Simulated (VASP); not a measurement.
Calculation: PBEsol GGA, VASP's PBE PAW potentials (set 64) (plane waves; VASP).

The input files of a VASP run:

**KPOINTS**
```
K-points
0
G
  8 8 2
0 0 0
```

**POSCAR**
```
Be2Zn2Se4
1
   -0.0000000000     2.6945758531     2.6945758531
    2.6945758531    -0.0000000000     2.6945758531
   10.8053117285    10.8053117285    -0.0270083158
Zn Se Be
2 4 2
Direct
  0.0144208307   0.0144208307   0.9891843770
  0.9899935146   0.9899935146   0.2575048641
  0.2477925165   0.2477925165   0.0641556126
  0.2242359566   0.2242359566   0.3318230325
  0.2494800026   0.2494800026   0.5628899980
  0.2736237237   0.2736237237   0.7947822072
  0.9884142617   0.9884142617   0.5086893037
  0.0120391935   0.0120391935   0.7409706049
```

### INCAR
```
SYSTEM = Be2Zn2Se4
PREC = Accurate
ENCUT = 400
EDIFF = 1E-7
NELM = 100
ALGO = Normal
LREAL = .FALSE.
LASPH = .TRUE.
ISMEAR = -5
GGA = PS
LMAXMIX = 4
LWAVE = .FALSE.
LCHARG = .TRUE.
LORBIT = 11
NEDOS = 601
ISIF = 2
LEFG = .TRUE.
```

POTCAR, in this order: Zn Se Be (PBE.64 set). Program: vasp_std.

Output of the run:

File OSZICAR:
```
       N       E                     dE             d eps       ncg     rms          rms(c)
DAV:   1     0.320977686843E+03    0.32098E+03   -0.19833E+04  1240   0.143E+03
DAV:   2     0.351041251105E+01   -0.31747E+03   -0.30870E+03  1354   0.328E+02
DAV:   3    -0.321020026511E+02   -0.35612E+02   -0.35394E+02  1488   0.116E+02
DAV:   4    -0.330475304658E+02   -0.94553E+00   -0.94305E+00  1485   0.194E+01
DAV:   5    -0.330639748424E+02   -0.16444E-01   -0.16431E-01  1501   0.238E+00    0.904E+00
DAV:   6    -0.321705010111E+02    0.89347E+00   -0.23312E+00  1731   0.465E+01    0.664E+00
DAV:   7    -0.321224039632E+02    0.48097E-01   -0.19704E+00  1436   0.733E+00    0.222E+00
DAV:   8    -0.321130323201E+02    0.93716E-02   -0.10773E-01  1629   0.447E+00    0.668E-01
DAV:   9    -0.321106375187E+02    0.23948E-02   -0.31141E-02  1659   0.300E+00    0.199E-01
DAV:  10    -0.321102877402E+02    0.34978E-03   -0.37204E-03  1603   0.117E+00    0.128E-01
DAV:  11    -0.321103274698E+02   -0.39730E-04   -0.13815E-03  1819   0.546E-01    0.500E-02
DAV:  12    -0.321103675957E+02   -0.40126E-04   -0.40328E-04  1558   0.239E-01    0.201E-02
DAV:  13    -0.321103763773E+02   -0.87816E-05   -0.36503E-05  1502   0.457E-02    0.101E-02
DAV:  14    -0.321103796689E+02   -0.32916E-05   -0.12792E-05  1808   0.551E-02    0.612E-03
DAV:  15    -0.321103787946E+02    0.87429E-06   -0.44552E-06  1803   0.401E-02    0.159E-03
DAV:  16    -0.321103789061E+02   -0.11156E-06   -0.10194E-06  1474   0.104E-02    0.107E-03
DAV:  17    -0.321103789204E+02   -0.14272E-07   -0.10554E-07   886   0.326E-03
   1 F= -.32110379E+02 E0= -.32110379E+02  d E =0.000000E+00
```

File OUTCAR:
```
------------------------ aborting loop because EDIFF is reached ----------------------------------------
  FORCE on cell =-STRESS in cart. coord.  units (eV):
  Direction    XX          YY          ZZ          XY          YZ          ZX
  --------------------------------------------------------------------------------------
  Total        0.0033370      0.0033370      0.0033370      0.0496576     -0.0496576     -0.0496576
  in kB        0.0340312      0.0340312      0.0340312      0.5064142     -0.5064142     -0.5064142
  external PRESSURE =       0.0340312 kB  Pullay stress =       0.0000000 kB
  volume of cell :      157.11
      direct lattice vectors                 reciprocal lattice vectors
     0.000000000  2.694575853  2.694575853    -0.185326345  0.185789576  0.185326345
     2.694575853  0.000000000  2.694575853     0.185789576 -0.185326345  0.185326345
    10.805311728 10.805311728 -0.027008316     0.046215779  0.046215779 -0.046215779
 POSITION                                       TOTAL-FORCE (eV/Angst)
 -----------------------------------------------------------------------------------
     10.72730     10.72730      0.05100        -0.007294     -0.007294      0.007294
      5.45003      5.45003      5.32827        -0.008200     -0.008200      0.008200
      1.36092      1.36092      1.33366         0.005313      0.005313     -0.005313
      4.18967      4.18967      1.19948         0.007035      0.007035     -0.007035
      6.75444      6.75444      1.32928         0.005249      0.005249     -0.005249
      9.32517      9.32517      1.45313         0.005600      0.005600     -0.005600
      8.15990      8.15990      5.31298        -0.000827     -0.000827      0.000827
      8.03886      8.03886      0.04487        -0.006875     -0.006875      0.006875
 -----------------------------------------------------------------------------------
    total drift:                                0.000270      0.000270     -0.000432
  FREE ENERGIE OF THE ION-ELECTRON SYSTEM (eV)
  ---------------------------------------------------
  free  energy   TOTEN  =       -32.1103789204 eV

  energy  without entropy=      -32.1103789204  energy(sigma->0) =      -32.11037892

 total charge

# of ion       s       p       d       tot
------------------------------------------
    1        0.556   0.510   9.790  10.856
    2        0.555   0.513   9.790  10.859
    3        1.435   2.456   0.038   3.929
    4        1.433   2.481   0.038   3.952
    5        1.428   2.471   0.027   3.926
    6        1.429   2.451   0.027   3.907
    7        0.361   0.547   0.000   0.908
    8        0.360   0.547   0.000   0.907
--------------------------------------------------
tot          7.557  11.976  19.711  39.243
```
(Selected blocks of OUTCAR.)

The structure was generated: Be2Zn2Se4 was put into an ordered model structure (R3m), which need not be its known phase. It was relaxed first.
